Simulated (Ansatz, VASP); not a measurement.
# KZnI3 in VASP and in Ansatz

```
K Zn I
1.0
     5.69355    0.00000    0.00000
     0.00000    5.69355    0.00000
     0.00000    0.00000    5.69355
K Zn I
1 1 3
Direct
  0.00000 0.00000 0.00000
  0.50000 0.50000 0.50000
  0.50000 0.50000 0.00000
  0.50000 0.00000 0.50000
  0.00000 0.50000 0.50000
```

Alike in both runs: task single point; functional PBE; k mesh 4 × 4 × 4; occupations fermi-dirac, width 0.02 eV; no spin polarisation.

|  | VASP | Ansatz |
| --- | --- | --- |
| version | VASP 6.6.1 | Ansatz 0.2.0 |
| potentials or method | VASP PAW PBE potentials, release 64 (K_sv, Zn, I) | plane waves, PAW |
| plane-wave cutoff (eV) | 520 | 420 |
| valence electrons in the cell | 42 | 72 |

```csv
,VASP,Ansatz,Ansatz less VASP
pressure (GPa),0.7,0.7,-0.02
```

The two sets of potentials don't hold the same shells in valence.

Spin-orbit coupling is left out, which matters for the levels of I.
